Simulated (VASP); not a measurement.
These are PBE GGA, VASP's PBE PAW potentials (set 64) (plane waves; VASP 6.6.1) values and carry that method's errors.

A VASP calculation is set up with these files.

**KPOINTS**
```
Automatic mesh
0
Gamma
12 12 12
0 0 0
```

### POSCAR
```
RuAl
1
    2.9223815834     0.0000000000     0.0000000000
    0.0000000000     2.9223815834     0.0000000000
    0.0000000000     0.0000000000     2.9223815834
Al Ru
1 1
Direct
  0.5000000000   0.5000000000   0.5000000000
  0.0000000000   0.0000000000   0.0000000000
```

### INCAR
```
SYSTEM  =  RuAl
PREC  =  Accurate; ENCUT  =  500; LREAL  =  .FALSE.
LASPH  =  .TRUE.
EDIFF  =  1E-6; NELM  =  100; ALGO  =  Normal
LMAXMIX  =  4
ISMEAR  =  1; SIGMA  =  0.1
GGA  =  PE
IBRION  =  2; NSW  =  40; ISIF  =  3
EDIFFG  =  -0.02; PSTRESS  =  300
LWAVE  =  .FALSE.; LCHARG  =  .FALSE.
```

POTCAR, in this order: Al Ru_pv (PBE.64 set). Program: vasp_std.

Energy and stress use the plane-wave basis of the starting cell.

Problem. Estimate the energy per atom (σ→0), volume per atom, band gap (on the k-mesh).

Solution. 
The energy per atom (σ→0) is -7009 meV/atom and the band gap (on the k-mesh) is none (metal, semimetal or under 0.01 eV). The volume per atom is 12.08 Å³/atom.

### OSZICAR
```
...
   3 F= -.94935525E+01 E0= -.94934703E+01  d E =-.256323E-01
       N       E                     dE             d eps       ncg     rms          rms(c)
DAV:   1    -0.140179037810E+02    0.38555E-02   -0.43144E-03  2092   0.953E-01    0.165E-01
DAV:   2    -0.140176392893E+02    0.26449E-03   -0.15101E-03  2128   0.478E-01    0.524E-02
DAV:   3    -0.140176234252E+02    0.15864E-04   -0.60537E-05  2120   0.948E-02    0.133E-02
DAV:   4    -0.140176251806E+02   -0.17554E-05   -0.76416E-06  2092   0.204E-02    0.299E-03
DAV:   5    -0.140176253410E+02   -0.16033E-06   -0.18826E-07  1032   0.484E-03
   4 F= -.94935773E+01 E0= -.94934960E+01  d E =-.256570E-01
```

The compound is RuAl in the CsCl type structure. This run relaxes it under an external pressure of 30 GPa. Symmetry was kept, so distortions that lower it aren't found. The electron count is odd and the run is not spin-polarised, which forces a metal.
